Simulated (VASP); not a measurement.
# MnHg (Pm-3m) in VASP: a series of runs

The runs below take MnHg through single point, with r2SCAN.

Program: VASP 6.6.1. These are calculated values, not measurements. Logs are shortened: lines on timing, memory, paths and dates and some standing lists are left out, and cuts for length are marked.

## 1. Starting point

The structure is cubic, space group Pm-3m (No. 221). The conventional cell has a = 3.315 Å, b = 3.315 Å, c = 3.315 Å, α = 90.00°, β = 90.00°, γ = 90.00°. Hg (site symmetry m-3m) has 8 Mn at 2.87 Å as nearest neighbours. Mn (site symmetry m-3m) is surrounded by 8 Hg at 2.87 Å.

## 2. Single point, r2SCAN, collinear spin, ferromagnetic start

Contents of INCAR:

```
SYSTEM = MnHg
  PREC = Accurate
  ENCUT = 400
  EDIFF = 1E-6
  ISMEAR = 1
  SIGMA = 0.15
  LREAL = .FALSE.
  LASPH = .TRUE.
  NELM = 100
  ALGO = Normal
  ISIF = 2
  LWAVE = .FALSE.
  LCHARG = .FALSE.
  ISPIN = 2
  MAGMOM = 0 4
  LORBIT = 11
  LMAXMIX = 4
  METAGGA = R2SCAN
  LMIXTAU = .TRUE.
  NBANDS = 24
  ADDGRID = .FALSE.
```

Contents of KPOINTS:

```
regular mesh
0
G
  6 6 6
  0 0 0
```

Contents of POSCAR:

```
MnHg
1.0
    3.3150000000      0.0000000000      0.0000000000
    0.0000000000      3.3150000000      0.0000000000
    0.0000000000      0.0000000000      3.3150000000
Hg Mn
1 1
Direct
    0.0000000000      0.0000000000      0.0000000000
    0.5000000000      0.5000000000      0.5000000000
```

Potentials or basis: VASP PAW PBE potentials, release 64 (Hg, Mn_pv).

Started as:

```
$ cat potpaw_PBE.64/Hg/POTCAR potpaw_PBE.64/Mn_pv/POTCAR > POTCAR
$ mpirun -np 1 vasp_std > vasp.out
```

OUTCAR:

```text
SYSTEM = MnHg
   PREC = Accurate
   ENCUT = 400
   EDIFF = 1E-6
   ISMEAR = 1
   LREAL = .FALSE.
   LASPH = .TRUE.
   NELM = 100
   ISIF = 2
   ISPIN = 2
   LORBIT = 11
   METAGGA = R2SCAN

 Found     20 irreducible k-points:

 Following reciprocal coordinates:
            Coordinates               Weight
  0.000000  0.000000  0.000000      1.000000
  0.166667  0.000000  0.000000      6.000000
  0.333333  0.000000  0.000000      6.000000
  0.500000  0.000000  0.000000      3.000000
  0.166667  0.166667  0.000000     12.000000
  0.333333  0.166667  0.000000     24.000000
   k-points           NKPTS =     20   k-points in BZ     NKDIM =     20   number of bands    NBANDS=     24
   number of dos      NEDOS =    301   number of ions     NIONS =      2
   total plane-waves  NPLWV =  13824
   dimension x,y,z NGX =    24 NGY =   24 NGZ =   24
   dimension x,y,z NGXF=    48 NGYF=   48 NGZF=   48
   ions per type =               1   1
   NGX,Y,Z   is equivalent  to a cutoff of  12.04, 12.04, 12.04 a.u.
   NGXF,Y,Z  is equivalent  to a cutoff of  24.07, 24.07, 24.07 a.u.
 SYSTEM =  MnHg
   PREC   = accura    normal or accurate (medium, high low for compatibility)
   ISTART =      0    job   : 0-new  1-cont  2-samecut
   ICHARG =      2    charge: 1-file 2-atom 10-const
   ISPIN  =      2    spin polarized calculation?
   LNONCOLLINEAR =      F non collinear calculations
   LSORBIT =      F    spin-orbit coupling
   LASPH  =      T    aspherical Exc in radial PAW
   ENCUT  =  400.0 eV  29.40 Ry    5.42 a.u.   5.41  5.41  5.41*2*pi/ulx,y,z
   NELM   =    100;   NELMIN=  2; NELMDL= -5     # of ELM steps
   EDIFF  = 0.1E-05   stopping-criterion for ELM
   LREAL  =      F    real-space projection
   EDIFFG = 0.1E-04   stopping-criterion for IOM
   NSW    =      0    number of steps for IOM
   IBRION =     -1    ionic relax: 0-MD 1-quasi-New 2-CG
   NFREE  =      0    steps in history (QN), initial steepest desc. (CG)
   ISIF   =      2    stress and relaxation
   ISYM   =      2    0-nonsym 1-usesym 2-fastsym
   POTIM  = 0.5000    time-step for ionic-motion
   TEBEG  =    0.0;   TEEND  =   0.0 temperature during run
   PSTRESS=    0.0 pullay stress
   NELECT =      25.0000    total number of electrons
   NUPDOWN=      -1.0000    fix difference up-down
   EMIN   =  10.00;   EMAX   =-10.00  energy-range for DOS
   EFERMI =   0.00;   METHOD = LEGACY
   ISMEAR =     1;   SIGMA  =   0.15  broadening in eV -4-tet -1-fermi 0-gaus
   EFERMI_NEDOS =   21; number of points for ismear=-14 and -15
   IALGO  =     38    algorithm
   IMIX   =      4    mixing-type and parameters
     AMIX     =   0.40;   BMIX     =  1.00
     AMIX_MAG =   1.60;   BMIX_MAG =  1.00
  volume/ion in A,a.u.               =      18.21       122.92
  Fermi-wavevector in a.u.,A,eV,Ry     =   1.444014  2.728790 28.370534  2.085175
  Thomas-Fermi vector in A             =   2.562356
   LORBIT       =     11    0 simple, 1 ext, 2 COOP (PROOUT), +10 PAW based schemes
   METAGGA = R2SCAN    functional components
   LHFCALC =     F    Hartree Fock is set to
   AEXX    =    0.0000 exact exchange contribution
   IVDW    =     0    specifies the selected vdW correction
   LEPSILON=     F    determine dielectric tensor
   LRPA    =     F    only Hartree local field effects (RPA)
 spin polarized calculation
 Methfessel and Paxton  Order N= 1 SIGMA  =   0.15
  energy-cutoff  :      400.00
  volume of cell :       36.43
 maximum number of plane-waves:       691
 NGX is ok and might be reduce to    24
   NGX = 11   NGY = 11   NGZ = 11

 number of electron      24.9999961 magnetization       4.2501419

 Free energy of the ion-electron system (eV)
  ---------------------------------------------------
  ext. energy  EPLUGINS =         0.00000000
  ---------------------------------------------------
  free energy    TOTEN  =       -64.05569190 eV

  energy without entropy =      -64.05700557  energy(sigma->0) =      -64.05612979

 E-fermi :   5.6760     XC(G=0): -12.6463

 val. band max:        5.4996385365   @ k =   0.3333   0.3333   0.0000
 cond. band min:       5.7027819133   @ k =   0.5000   0.5000   0.0000
 fundamental gap:      0.2031433767
 Fermi energy:         5.6760020967

 spin component 1

 k-point     1 :       0.0000    0.0000    0.0000
  band No.  band energies     occupation
      1     -47.4685      1.00000
      2     -47.4685      1.00000
      3     -47.4685      1.00000
      4      -4.5931      1.00000
      5      -3.1601      1.00000
      6      -3.1601      1.00000
[... 16 lines left out ...]
     23      23.2435      0.00000
     24      27.1027      0.00000

 k-point     2 :       0.1667    0.0000    0.0000
  band No.  band energies     occupation
      1     -47.4723      1.00000
      2     -47.4679      1.00000
      3     -47.4679      1.00000
      4      -4.1585      1.00000
      5      -3.0816      1.00000
      6      -2.9397      1.00000
[... 16 lines left out ...]
     23      22.7414      0.00000
     24      23.5020      0.00000

 k-point     3 :       0.3333    0.0000    0.0000
  band No.  band energies     occupation
      1     -47.4801      1.00000
      2     -47.4675      1.00000
      3     -47.4675      1.00000
      4      -3.3117      1.00000
      5      -2.9143      1.00000
      6      -2.2065      1.00000
[... 16 lines left out ...]
     23      20.1914      0.00000
     24      24.7439      0.00000

 k-point     4 :       0.5000    0.0000    0.0000
  band No.  band energies     occupation
      1     -47.4837      1.00000
      2     -47.4670      1.00000
      3     -47.4670      1.00000
      4      -3.0136      1.00000
      5      -2.8242      1.00000
      6      -2.2833      1.00000
[... 16 lines left out ...]
     23      19.5323      0.00000
     24      29.3472      0.00000

 k-point     5 :       0.1667    0.1667    0.0000
  band No.  band energies     occupation
      1     -47.4722      1.00000
      2     -47.4719      1.00000
      3     -47.4677      1.00000
      4      -3.7576      1.00000
      5      -2.9393      1.00000
      6      -2.8089      1.00000
[... 16 lines left out ...]
     23      23.2281      0.00000
     24      23.4261      0.00000

 k-point     6 :       0.3333    0.1667    0.0000
  band No.  band energies     occupation
      1     -47.4797      1.00000
      2     -47.4713      1.00000
      3     -47.4672      1.00000
      4      -3.1200      1.00000
      5      -2.7535      1.00000
      6      -2.4833      1.00000
[... 16 lines left out ...]
     23      24.1157      0.00000
     24      24.5515      0.00000

 [... further k-points ...]

 spin component 2

 k-point     1 :       0.0000    0.0000    0.0000
  band No.  band energies     occupation
      1     -41.7072      1.00000
      2     -41.7072      1.00000
      3     -41.7072      1.00000
      4      -4.5307      1.00000
      5      -3.1204      1.00000
      6      -3.1204      1.00000
[... 16 lines left out ...]
     23      23.3666      0.00000
     24      28.7778      0.00000

 k-point     2 :       0.1667    0.0000    0.0000
  band No.  band energies     occupation
      1     -41.7125      1.00000
      2     -41.7065      1.00000
      3     -41.7065      1.00000
      4      -4.1057      1.00000
      5      -3.0651      1.00000
      6      -2.8923      1.00000
[... 16 lines left out ...]
     23      23.2092      0.00000
     24      24.7138      0.00000

 k-point     3 :       0.3333    0.0000    0.0000
  band No.  band energies     occupation
      1     -41.7229      1.00000
      2     -41.7059      1.00000
      3     -41.7059      1.00000
      4      -3.3667      1.00000
      5      -2.9513      1.00000
      6      -2.1699      1.00000
[... 16 lines left out ...]
     23      20.9612      0.00000
     24      25.9015      0.00000

 k-point     4 :       0.5000    0.0000    0.0000
  band No.  band energies     occupation
      1     -41.7279      1.00000
      2     -41.7052      1.00000
      3     -41.7052      1.00000
      4      -3.1275      1.00000
      5      -2.8924      1.00000
      6      -2.2665      1.00000
[... 16 lines left out ...]
     23      19.4497      0.00000
     24      29.5663      0.00000

 k-point     5 :       0.1667    0.1667    0.0000
  band No.  band energies     occupation
      1     -41.7123      1.00000
      2     -41.7118      1.00000
      3     -41.7062      1.00000
      4      -3.7001      1.00000
      5      -2.9107      1.00000
      6      -2.7847      1.00000
[... 16 lines left out ...]
     23      23.5893      0.00000
     24      24.8739      0.00000

 k-point     6 :       0.3333    0.1667    0.0000
  band No.  band energies     occupation
      1     -41.7224      1.00000
      2     -41.7110      1.00000
      3     -41.7055      1.00000
      4      -3.1365      1.00000
      5      -2.7351      1.00000
      6      -2.4395      1.00000
[... 16 lines left out ...]
     23      25.0473      0.00000
     24      25.4822      0.00000

 [... further k-points ...]
[... 5 lines left out ...]
  --------------------------------------------------------------------------------------
  -------------------------------------------------------------------------------------
  Total        0.2790749      0.2790749      0.2790749     -0.0000000      0.0000000     -0.0000000
  in kB       12.2738485     12.2738485     12.2738485     -0.0000000      0.0000000     -0.0000000
  external PRESSURE =      12.2738485 kB  Pullay stress =       0.0000000 kB

 VOLUME and BASIS-vectors are now :
 -----------------------------------------------------------------------------
  energy-cutoff  :      400.00
  volume of cell :       36.43
      direct lattice vectors                 reciprocal lattice vectors
     3.315000000  0.000000000  0.000000000     0.301659125  0.000000000  0.000000000
     0.000000000  3.315000000  0.000000000     0.000000000  0.301659125  0.000000000
     0.000000000  0.000000000  3.315000000     0.000000000  0.000000000  0.301659125

 POSITION                                       TOTAL-FORCE (eV/Angst)
 -----------------------------------------------------------------------------------
      0.00000      0.00000      0.00000         0.000000      0.000000      0.000000
      1.65750      1.65750      1.65750         0.000000      0.000000      0.000000
 -----------------------------------------------------------------------------------
    total drift:                                0.000000      0.000000     -0.000000

  FREE ENERGIE OF THE ION-ELECTRON SYSTEM (eV)
  ---------------------------------------------------
  free  energy   TOTEN  =       -64.0556919025 eV

  energy  without entropy=      -64.0570055729  energy(sigma->0) =      -64.05612979

 total charge

# of ion       s       p       d       tot
------------------------------------------
    1        0.834   0.556   9.234  10.625
    2        0.275   6.186   4.907  11.367
--------------------------------------------------
tot          1.109   6.742  14.141  21.992

 magnetization (x)

# of ion       s       p       d       tot
------------------------------------------
    1       -0.040  -0.073   0.057  -0.057
    2        0.039   0.027   4.100   4.166
--------------------------------------------------
tot         -0.002  -0.046   4.157   4.109
```

It took 69 s on 1 thread of Intel Xeon Platinum 8259CL at 2.50GHz (Skylake/Cascade Lake), shared host; peak memory 0.16 GiB.

The run converged, but some of its settings lie outside the range that counts as converged, so its numbers aren't taken as properties of the crystal.

Results:

```yaml
Free_energy: -64.0557 eV
Pressure: 1.2 GPa
Band_gap_on_the_k_mesh: none (metal or under the smearing width)
Net_moment: 4.25 μB per cell
Site_moments: Hg -0.06; Mn +4.17 μB
Valence_electrons_inside_the_program's_atomic_spheres: Hg 10.62; Mn 11.37
```

Caveat: the PAW data sets were made with another functional, which shifts forces and pressure a little.

(Continued in part 2 of 2.)
